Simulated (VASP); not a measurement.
```yaml
crystal:
  lattice:
    - [4.04672, 0.00000, 0.00000]
    - [0.00000, 4.04672, 0.00000]
    - [0.00000, 0.00000, 7.15583]
  atoms:
    - { symbol: Si, position: [0.00000, 0.00000, 0.50000] }
    - { symbol: Sn, position: [0.50000, 0.50000, 0.00000] }
    - { symbol: Pt, position: [0.00000, 0.50000, 0.29555] }
    - { symbol: Pt, position: [0.00000, 0.50000, 0.70445] }
    - { symbol: Pt, position: [0.50000, 0.00000, 0.29555] }
    - { symbol: Pt, position: [0.50000, 0.00000, 0.70445] }
    - { symbol: Pt, position: [0.00000, 0.00000, 0.00000] }
```

Calculation: LDA (Ceperley-Alder, Perdew-Zunger), VASP's LDA PAW potentials (set 64) (plane waves; VASP). Run with 300 eV cut-off, 5×5×3 Γ-centred mesh, Fermi-Dirac smearing of 0.050 eV, potentials Si Sn_d Pt.

At this cut-off the stress carries a Pulay error, which pulls relaxed volumes low.

Problem. Give the stress tensor in GPa (positive for a compressed cell).

Solution. 
```
-16.63    0.00    0.00
  0.00  -16.63    0.00
  0.00    0.00  -15.45
```
The pressure is its mean diagonal, -16.24 GPa.

The structure comes from a computed database's SiSnPt5 entry (P4/mmm); how it stands against other phases isn't given here. The cell was not relaxed at this level. The k-mesh is coarse (spacing up to 0.31 per Å, 2π included), so the numbers may not be converged in it.
